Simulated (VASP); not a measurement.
# From one sheet to two: 1T-TiTe2 monolayer, part 6 of 9

What are the lattice, gap and band positions of 1T-TiTe2 monolayer, and what does a second sheet change?

VASP 6.6.1, plane waves and PAW; the level of theory is named at each step.

So far. Step 6 (The slab in a field, field 0.1): Energy at zero smearing: -65.43396 eV.

### 8. A rigid stacking

This step: r2SCAN with rVV10, no spin polarisation; plane waves and PAW (Ti, Te) (VASP 6.6.1).

System of this step: bilayer of 1T-TiTe2 monolayer. The cell holds 6 atoms: 2 Ti and 4 Te. Its edges and angles: a = 3.748 Å, b = 3.748 Å, c = 26.977 Å, α = 90.0°, β = 90.0°, γ = 120.0°. upper sheet same orientation, shifted by (0.00, 0.00). Vacuum lies along c.

Two rigid sheets are set at a typed distance in several high-symmetry stackings, to find where to start. The upper sheet is shifted or turned in the plane and never flipped over.

Input file INCAR:

```
SYSTEM = TiTe2
PREC = Normal
ENCUT = 350
EDIFF = 1E-05
NELM = 120
ISMEAR = 0
SIGMA = 0.03
LREAL = .FALSE.
ALGO = Normal
METAGGA = R2SCAN
LUSE_VDW = .TRUE.
IVDW_NL = 2
BPARAM = 11.95
CPARAM = 0.0093
LASPH = .TRUE.
NBANDS = 22
LORBIT = 11
LWAVE = .FALSE.
LCHARG = .FALSE.
KPAR = 4
IDIPOL = 3
LDIPOL = .TRUE.
DIPOL = 0.5 0.5 0.5
```

Input file POSCAR:

```
TiTe2
1.0
    3.7482642872      0.0000000000      0.0000000000
   -1.8741321436      3.2460920928      0.0000000000
    0.0000000000      0.0000000000     26.9765032512
Ti Te
2 4
Direct
    0.0000000000      0.0000000000      0.3788158100
    0.0000000000      0.0000000000      0.6211841900
    0.3333333300      0.6666666700      0.3150890200
    0.6666666700      0.3333333300      0.4425425900
    0.3333333300      0.6666666700      0.5574574100
    0.6666666700      0.3333333300      0.6849109800
```

Input file KPOINTS:

```
Automatic mesh
0
Gamma
9 9 1
0 0 0
```

PAW data sets: Ti and Te (PBE family, release 64).

Command:

```sh
$ mpirun -np 4 vasp_std
```

Log:

```text
[banner, memory and clock lines left out]
running    4 mpi-ranks, on    1 nodes
 distrk:  each k-point on    1 cores,    4 groups
 distr:  one band on    1 cores,    1 groups

 POSCAR found type information on POSCAR TiTe
 POSCAR found :  2 types and       6 ions
 [... a notice as in an earlier step ...]

 [... a notice as in an earlier step ...]

 LDA part: xc-table for (None), standard interpolation
 POSCAR, INCAR and KPOINTS ok, starting setup
 FFT: planning ... GRIDC
 FFT: planning ... GRID_SOFT
 FFT: planning ... GRID
 WAVECAR not read
 entering main loop
       N       E                     dE             d eps       ncg     rms          rms(c)
Total rVV10 correction in eV:      1.0504403    52.3573931
Total rVV10 correction in eV:      1.0504403    52.3573931
Total rVV10 correction in eV:      1.0504403    52.3573931
Total rVV10 correction in eV:      1.0504403    52.3573931
DAV:   1     0.947799464878E+02    0.94780E+02   -0.82924E+03   528   0.813E+02
DAV:   2    -0.115871139699E+03   -0.21065E+03   -0.20462E+03   736   0.194E+02
DAV:   3    -0.138324724980E+03   -0.22454E+02   -0.21684E+02   710   0.706E+01
DAV:   4    -0.139172100673E+03   -0.84738E+00   -0.83856E+00   742   0.153E+01
DAV:   5    -0.139191708343E+03   -0.19608E-01   -0.19591E-01   758   0.256E+00    0.193E+01
Total rVV10 correction in eV:      1.0418148    52.3581547
Total rVV10 correction in eV:      1.0418148    52.3581547
Total rVV10 correction in eV:      1.0418148    52.3581547
Total rVV10 correction in eV:      1.0418148    52.3581547
DAV:   6    -0.134806329580E+03    0.43854E+01   -0.63323E+01   706   0.425E+01    0.186E+01
Total rVV10 correction in eV:      1.0409212    52.3617911
Total rVV10 correction in eV:      1.0409212    52.3617911
Total rVV10 correction in eV:      1.0409212    52.3617911
Total rVV10 correction in eV:      1.0409212    52.3617911
DAV:   7    -0.132473568540E+03    0.23328E+01   -0.62656E+01   712   0.591E+01    0.122E+01
Total rVV10 correction in eV:      1.0350155    52.3593019
Total rVV10 correction in eV:      1.0350155    52.3593019
Total rVV10 correction in eV:      1.0350155    52.3593019
Total rVV10 correction in eV:      1.0350155    52.3593019
DAV:   8    -0.131311449990E+03    0.11621E+01   -0.45481E+00   668   0.130E+01    0.464E+00
Total rVV10 correction in eV:      1.0343189    52.3591369
Total rVV10 correction in eV:      1.0343189    52.3591369
Total rVV10 correction in eV:      1.0343189    52.3591369
Total rVV10 correction in eV:      1.0343189    52.3591369
DAV:   9    -0.131125990890E+03    0.18546E+00   -0.24591E+00   716   0.953E+00    0.224E+00
Total rVV10 correction in eV:      1.0365337    52.3592248
Total rVV10 correction in eV:      1.0365337    52.3592248
Total rVV10 correction in eV:      1.0365337    52.3592248
Total rVV10 correction in eV:      1.0365337    52.3592248
DAV:  10    -0.131129637385E+03   -0.36465E-02   -0.52486E-01   704   0.525E+00    0.124E+00
Total rVV10 correction in eV:      1.0378796    52.3589674
Total rVV10 correction in eV:      1.0378796    52.3589674
Total rVV10 correction in eV:      1.0378796    52.3589674
Total rVV10 correction in eV:      1.0378796    52.3589674
DAV:  11    -0.131114571163E+03    0.15066E-01   -0.67057E-02   722   0.182E+00    0.514E-01
Total rVV10 correction in eV:      1.0390701    52.3587772
Total rVV10 correction in eV:      1.0390701    52.3587772
Total rVV10 correction in eV:      1.0390701    52.3587772
Total rVV10 correction in eV:      1.0390701    52.3587772
DAV:  12    -0.131115792795E+03   -0.12216E-02   -0.17498E-03   638   0.262E-01    0.363E-01
Total rVV10 correction in eV:      1.0402807    52.3585236
Total rVV10 correction in eV:      1.0402807    52.3585236
Total rVV10 correction in eV:      1.0402807    52.3585236
Total rVV10 correction in eV:      1.0402807    52.3585236
DAV:  13    -0.131115279905E+03    0.51289E-03   -0.53956E-03   708   0.455E-01    0.118E-01
Total rVV10 correction in eV:      1.0411802    52.3582555
Total rVV10 correction in eV:      1.0411802    52.3582555
Total rVV10 correction in eV:      1.0411802    52.3582555
Total rVV10 correction in eV:      1.0411802    52.3582555
DAV:  14    -0.131115727977E+03   -0.44807E-03   -0.46573E-04   638   0.118E-01    0.466E-02
Total rVV10 correction in eV:      1.0416863    52.3580338
Total rVV10 correction in eV:      1.0416863    52.3580338
Total rVV10 correction in eV:      1.0416863    52.3580338
Total rVV10 correction in eV:      1.0416863    52.3580338
DAV:  15    -0.131116038921E+03   -0.31094E-03   -0.10879E-04   540   0.580E-02    0.291E-02
Total rVV10 correction in eV:      1.0423599    52.3576416
Total rVV10 correction in eV:      1.0423599    52.3576416
Total rVV10 correction in eV:      1.0423599    52.3576416
Total rVV10 correction in eV:      1.0423599    52.3576416
DAV:  16    -0.131116567181E+03   -0.52826E-03   -0.20008E-04   534   0.661E-02    0.188E-02
Total rVV10 correction in eV:      1.0427079    52.3574554
Total rVV10 correction in eV:      1.0427079    52.3574554
Total rVV10 correction in eV:      1.0427079    52.3574554
Total rVV10 correction in eV:      1.0427079    52.3574554
DAV:  17    -0.131116767701E+03   -0.20052E-03   -0.93077E-05   532   0.599E-02    0.168E-02
Total rVV10 correction in eV:      1.0429921    52.3573907
Total rVV10 correction in eV:      1.0429921    52.3573907
Total rVV10 correction in eV:      1.0429921    52.3573907
Total rVV10 correction in eV:      1.0429921    52.3573907
DAV:  18    -0.131116810745E+03   -0.43043E-04   -0.36608E-05   472   0.380E-02    0.709E-03
Total rVV10 correction in eV:      1.0431458    52.3573907
Total rVV10 correction in eV:      1.0431458    52.3573907
Total rVV10 correction in eV:      1.0431458    52.3573907
Total rVV10 correction in eV:      1.0431458    52.3573907
DAV:  19    -0.131116871071E+03   -0.60326E-04   -0.22742E-05   406   0.276E-02    0.328E-03
Total rVV10 correction in eV:      1.0432009    52.3573907
Total rVV10 correction in eV:      1.0432009    52.3573907
Total rVV10 correction in eV:      1.0432009    52.3573907
Total rVV10 correction in eV:      1.0432009    52.3573907
DAV:  20    -0.131116970206E+03   -0.99136E-04   -0.46222E-05   460   0.248E-02    0.407E-03
Total rVV10 correction in eV:      1.0432076    52.3573907
Total rVV10 correction in eV:      1.0432076    52.3573907
Total rVV10 correction in eV:      1.0432076    52.3573907
Total rVV10 correction in eV:      1.0432076    52.3573907
DAV:  21    -0.131117009164E+03   -0.38958E-04   -0.75534E-06   376   0.123E-02    0.253E-03
Total rVV10 correction in eV:      1.0432021    52.3574029
Total rVV10 correction in eV:      1.0432021    52.3574029
Total rVV10 correction in eV:      1.0432021    52.3574029
Total rVV10 correction in eV:      1.0432021    52.3574029
DAV:  22    -0.131117033843E+03   -0.24679E-04   -0.12835E-06   276   0.726E-03    0.188E-03
Total rVV10 correction in eV:      1.0432000    52.3574069
Total rVV10 correction in eV:      1.0432000    52.3574069
Total rVV10 correction in eV:      1.0432000    52.3574069
Total rVV10 correction in eV:      1.0432000    52.3574069
DAV:  23    -0.131117056012E+03   -0.22169E-04   -0.15691E-06   296   0.838E-03    0.135E-03
Total rVV10 correction in eV:      1.0432003    52.3574018
Total rVV10 correction in eV:      1.0432003    52.3574018
Total rVV10 correction in eV:      1.0432003    52.3574018
Total rVV10 correction in eV:      1.0432003    52.3574018
DAV:  24    -0.131117065445E+03   -0.94332E-05   -0.82718E-07   264   0.655E-03
Total rVV10 correction in eV:      1.0431984    52.3573930
Total rVV10 correction in eV:      1.0431984    52.3573930
Total rVV10 correction in eV:      1.0431984    52.3573930
Total rVV10 correction in eV:      1.0431984    52.3573930
Total rVV10 correction in eV:      1.0432007    52.3573967
Total rVV10 correction in eV:      1.0432007    52.3573967
Total rVV10 correction in eV:      1.0432007    52.3573967
Total rVV10 correction in eV:      1.0432007    52.3573967
   1 F= -.13111707E+03 E0= -.13111579E+03  d E =-.255573E-02
```

It took 2.7 min on 4 MPI ranks of Intel Xeon Platinum 8259CL at 2.50GHz (Skylake/Cascade Lake), shared host; peak memory 1.5 GiB; 11 min of CPU time.

OUTCAR, selected parts (step 8):

```text
   k-points           NKPTS =     12   k-points in BZ     NKDIM =     12   number of bands    NBANDS=     22

   ENCUT  =  350.0 eV  25.72 Ry    5.07 a.u.   5.72  5.72 41.15*2*pi/ulx,y,z

   NELECT =      32.0000    total number of electrons

 E-fermi :   0.1535

 k-point     1 :       0.0000    0.0000    0.0000
  band No.  band energies     occupation
    ...
      8      -1.6429      2.00000
      9      -1.6429      2.00000
     10      -1.6075      2.00000
     11      -1.6075      2.00000
     12      -0.4935      2.00000
     13       0.5583      0.00000
     14       0.5583      0.00000
     15       0.5625      0.00000
     16       0.5625      0.00000
     17       0.6895      0.00000
    ...

  Total        0.3238327      0.3238327     -0.0556583      0.0000000      0.0000000      0.0000000
  in kB        1.5807187      1.5807187     -0.2716838      0.0000000      0.0000000      0.0000000
  external PRESSURE =       0.9632512 kB  Pullay stress =       0.0000000 kB

 POSITION                                       TOTAL-FORCE (eV/Angst)
 -----------------------------------------------------------------------------------
      0.00000      0.00000     10.21913         0.000000     -0.000000      0.127925
      0.00000      0.00000     16.75738         0.000000      0.000000     -0.127925
     -0.00000      2.16406      8.50000        -0.000000     -0.000000     -0.015372
      1.87413      1.08203     11.93825         0.000000     -0.000000     -0.217912
     -0.00000      2.16406     15.03825        -0.000000      0.000000      0.217912
      1.87413      1.08203     18.47650        -0.000000      0.000000      0.015372
 -----------------------------------------------------------------------------------
    total drift:                               -0.000000      0.000000     -0.000000

  FREE ENERGIE OF THE ION-ELECTRON SYSTEM (eV)
  ---------------------------------------------------
  free  energy   TOTEN  =      -131.1170654453 eV

  energy  without entropy=     -131.1145097141  energy(sigma->0) =     -131.11578758

 vacuum level on the upper side and lower side of the slab         5.220         5.220

[... 2 parts as in an earlier step ...]

[... 14 further parts left out ...]
```

Numbers from this step:

| Item | Value |
| --- | --- |
| electrons | 32 |
| free energy (TOTEN) | -131.1171 eV |
| energy at zero smearing | -131.1158 eV |
| Fermi energy | 0.1535 eV |
| dipole moment | 0, 0, 0 e·Å |

Force by atom:

```csv
atom,x (eV/Å),y (eV/Å),z (eV/Å),size
Ti1,0.000,0.000,0.128,0.128
Ti2,0.000,0.000,-0.128,0.128
Te3,0.000,0.000,-0.015,0.015
Te4,0.000,0.000,-0.218,0.218
Te5,0.000,0.000,0.218,0.218
Te6,0.000,0.000,0.015,0.015
```

Energy at zero smearing: -131.11579 eV.

### 9. A rigid stacking

INCAR is that of step 8.

Input file POSCAR:

```
TiTe2
1.0
    3.7482642872      0.0000000000      0.0000000000
   -1.8741321436      3.2460920928      0.0000000000
    0.0000000000      0.0000000000     26.9765032512
Ti Te
2 4
Direct
    0.0000000000      0.0000000000      0.3788158100
    0.3333333300      0.6666666700      0.6211841900
    0.3333333300      0.6666666700      0.3150890200
    0.6666666700      0.3333333300      0.4425425900
    0.6666666700      0.3333333300      0.5574574100
    0.0000000000      1.0000000000      0.6849109800
```

KPOINTS is that of step 8.

Command:

```sh
$ mpirun -np 4 vasp_std
```

Log:

```text
[... set-up lines as in an earlier step ...]
 entering main loop
       N       E                     dE             d eps       ncg     rms          rms(c)
Total rVV10 correction in eV:      1.0544091    52.3573932
Total rVV10 correction in eV:      1.0544091    52.3573932
Total rVV10 correction in eV:      1.0544091    52.3573932
Total rVV10 correction in eV:      1.0544091    52.3573932
DAV:   1     0.959021304908E+02    0.95902E+02   -0.83149E+03   528   0.814E+02
DAV:   2    -0.114300259940E+03   -0.21020E+03   -0.20452E+03   746   0.195E+02
DAV:   3    -0.137802671168E+03   -0.23502E+02   -0.22784E+02   694   0.704E+01
DAV:   4    -0.138648010957E+03   -0.84534E+00   -0.83920E+00   710   0.148E+01
DAV:   5    -0.138673384837E+03   -0.25374E-01   -0.25241E-01   726   0.274E+00    0.197E+01
Total rVV10 correction in eV:      1.0471085    52.3576817
Total rVV10 correction in eV:      1.0471085    52.3576817
Total rVV10 correction in eV:      1.0471085    52.3576817
Total rVV10 correction in eV:      1.0471085    52.3576817
[...]
Total rVV10 correction in eV:      1.0511668    52.3574073
DAV:  23    -0.130682550566E+03   -0.24436E-04   -0.12319E-06   290   0.692E-03    0.170E-03
Total rVV10 correction in eV:      1.0511662    52.3574029
Total rVV10 correction in eV:      1.0511662    52.3574029
Total rVV10 correction in eV:      1.0511662    52.3574029
Total rVV10 correction in eV:      1.0511662    52.3574029
DAV:  24    -0.130682561620E+03   -0.11054E-04   -0.70987E-07   264   0.511E-03    0.625E-04
Total rVV10 correction in eV:      1.0511647    52.3573953
Total rVV10 correction in eV:      1.0511647    52.3573953
Total rVV10 correction in eV:      1.0511647    52.3573953
Total rVV10 correction in eV:      1.0511647    52.3573953
DAV:  25    -0.130682566019E+03   -0.43991E-05   -0.74905E-07   264   0.462E-03
Total rVV10 correction in eV:      1.0511665    52.3573931
Total rVV10 correction in eV:      1.0511665    52.3573931
Total rVV10 correction in eV:      1.0511665    52.3573931
Total rVV10 correction in eV:      1.0511665    52.3573931
Total rVV10 correction in eV:      1.0511655    52.3573937
Total rVV10 correction in eV:      1.0511655    52.3573937
Total rVV10 correction in eV:      1.0511655    52.3573937
Total rVV10 correction in eV:      1.0511655    52.3573937
   1 F= -.13068257E+03 E0= -.13068190E+03  d E =-.133122E-02
```

Wall time 2.9 min (4 MPI ranks); peak memory 1.5 GiB.

Parts of OUTCAR (step 9):

```text
  Total        0.5746152      0.5746152      2.7723219      0.0000000      0.0000000     -0.0000000
  in kB        2.8048587      2.8048587     13.5324848      0.0000000      0.0000000     -0.0000000
  external PRESSURE =       6.3807341 kB  Pullay stress =       0.0000000 kB

 POSITION                                       TOTAL-FORCE (eV/Angst)
 -----------------------------------------------------------------------------------
      0.00000      0.00000     10.21913        -0.000000      0.000000      0.227627
     -0.00000      2.16406     16.75738         0.000000      0.000000     -0.227627
     -0.00000      2.16406      8.50000         0.000000     -0.000000     -0.039157
      1.87413      1.08203     11.93825        -0.000000      0.000000     -1.264352
      1.87413      1.08203     15.03825        -0.000000      0.000000      1.264352
      0.00000      0.00000     18.47650        -0.000000      0.000000      0.039157
 -----------------------------------------------------------------------------------
    total drift:                               -0.000006      0.000003     -0.000001

  FREE ENERGIE OF THE ION-ELECTRON SYSTEM (eV)
  ---------------------------------------------------
  free  energy   TOTEN  =      -130.6825660192 eV

  energy  without entropy=     -130.6812347972  energy(sigma->0) =     -130.68190041

[... 2 parts as in an earlier step ...]

[... 1 further part left out ...]
[key lines of the parts left out:]
E-fermi :   0.1577
```

Energy at zero smearing: -130.68190 eV.

### 10. A rigid stacking

INCAR is that of step 9.

Input file POSCAR:

```
TiTe2
1.0
    3.7482642872      0.0000000000      0.0000000000
   -1.8741321436      3.2460920928      0.0000000000
    0.0000000000      0.0000000000     26.9765032512
Ti Te
2 4
Direct
    0.0000000000      0.0000000000      0.3788158100
    0.6666666700      0.3333333300      0.6211841900
    0.3333333300      0.6666666700      0.3150890200
    0.6666666700      0.3333333300      0.4425425900
    1.0000000000      0.0000000000      0.5574574100
    0.3333333300      0.6666666700      0.6849109800
```

KPOINTS is that of step 9.

Command:

```sh
$ mpirun -np 4 vasp_std
```

Log:

```text
[... set-up lines as in an earlier step ...]
 entering main loop
       N       E                     dE             d eps       ncg     rms          rms(c)
Total rVV10 correction in eV:      1.0505875    52.3573931
Total rVV10 correction in eV:      1.0505875    52.3573931
Total rVV10 correction in eV:      1.0505875    52.3573931
Total rVV10 correction in eV:      1.0505875    52.3573931
DAV:   1     0.939378286828E+02    0.93938E+02   -0.83134E+03   528   0.813E+02
DAV:   2    -0.115818979454E+03   -0.20976E+03   -0.20213E+03   758   0.195E+02
DAV:   3    -0.138214196117E+03   -0.22395E+02   -0.21612E+02   702   0.705E+01
DAV:   4    -0.139113833455E+03   -0.89964E+00   -0.89088E+00   728   0.155E+01
DAV:   5    -0.139140382988E+03   -0.26550E-01   -0.26029E-01   736   0.278E+00    0.193E+01
Total rVV10 correction in eV:      1.0421696    52.3579099
Total rVV10 correction in eV:      1.0421696    52.3579099
Total rVV10 correction in eV:      1.0421696    52.3579099
Total rVV10 correction in eV:      1.0421696    52.3579099
[...]
Total rVV10 correction in eV:      1.0443357    52.3574057
DAV:  23    -0.131048629628E+03   -0.17314E-04   -0.70227E-07   264   0.592E-03    0.974E-04
Total rVV10 correction in eV:      1.0443355    52.3574027
Total rVV10 correction in eV:      1.0443355    52.3574027
Total rVV10 correction in eV:      1.0443355    52.3574027
Total rVV10 correction in eV:      1.0443355    52.3574027
DAV:  24    -0.131048646452E+03   -0.16824E-04   -0.95857E-07   296   0.539E-03    0.754E-04
Total rVV10 correction in eV:      1.0443349    52.3573964
Total rVV10 correction in eV:      1.0443349    52.3573964
Total rVV10 correction in eV:      1.0443349    52.3573964
Total rVV10 correction in eV:      1.0443349    52.3573964
DAV:  25    -0.131048650552E+03   -0.41002E-05   -0.38388E-07   264   0.347E-03
Total rVV10 correction in eV:      1.0443342    52.3573930
Total rVV10 correction in eV:      1.0443342    52.3573930
Total rVV10 correction in eV:      1.0443342    52.3573930
Total rVV10 correction in eV:      1.0443342    52.3573930
Total rVV10 correction in eV:      1.0443322    52.3573936
Total rVV10 correction in eV:      1.0443322    52.3573936
Total rVV10 correction in eV:      1.0443322    52.3573936
Total rVV10 correction in eV:      1.0443322    52.3573936
   1 F= -.13104865E+03 E0= -.13104760E+03  d E =-.209508E-02
```

Run time: 2.9 min. Hardware: 4 MPI ranks; peak memory 1.6 GiB; 11 min of CPU time.

OUTCAR, selected parts (step 10):

```text
  Total        0.3285744      0.3285744      0.8330482      0.0000000      0.0000000     -0.0000000
  in kB        1.6038641      1.6038641      4.0663430      0.0000000      0.0000000     -0.0000000
  external PRESSURE =       2.4246904 kB  Pullay stress =       0.0000000 kB

 POSITION                                       TOTAL-FORCE (eV/Angst)
 -----------------------------------------------------------------------------------
      0.00000      0.00000     10.21913         0.000000     -0.000000      0.027354
      1.87413      1.08203     16.75738        -0.000000      0.000000     -0.027354
     -0.00000      2.16406      8.50000         0.000000     -0.000000     -0.011807
      1.87413      1.08203     11.93825        -0.000000     -0.000000     -0.305330
      0.00000      0.00000     15.03825         0.000000      0.000000      0.305330
     -0.00000      2.16406     18.47650        -0.000000     -0.000000      0.011807
 -----------------------------------------------------------------------------------
    total drift:                                0.000006     -0.000003      0.000001

  FREE ENERGIE OF THE ION-ELECTRON SYSTEM (eV)
  ---------------------------------------------------
  free  energy   TOTEN  =      -131.0486505524 eV

  energy  without entropy=     -131.0465554751  energy(sigma->0) =     -131.04760301

[... 2 parts as in an earlier step ...]

[... 1 further part left out ...]
[key lines of the parts left out:]
E-fermi :   0.1417
```

Energy at zero smearing: -131.04760 eV.

(Continued in part 7 of 9.)

[Lines on the potential files, build, host, timing and source positions are cut from VASP's logs without a mark.]

[Logs are printed without paths, hosts, clocks, repeated set-up lines and the standing remarks that a program may print on its own settings, such as how far it seeks lower states.]

[Hosts, paths, dates, database ids (printed as entryN), source tags and the programs' standing remarks are cut or masked in the printed files.]

[Runs that stopped without an error message from VASP are left out.]
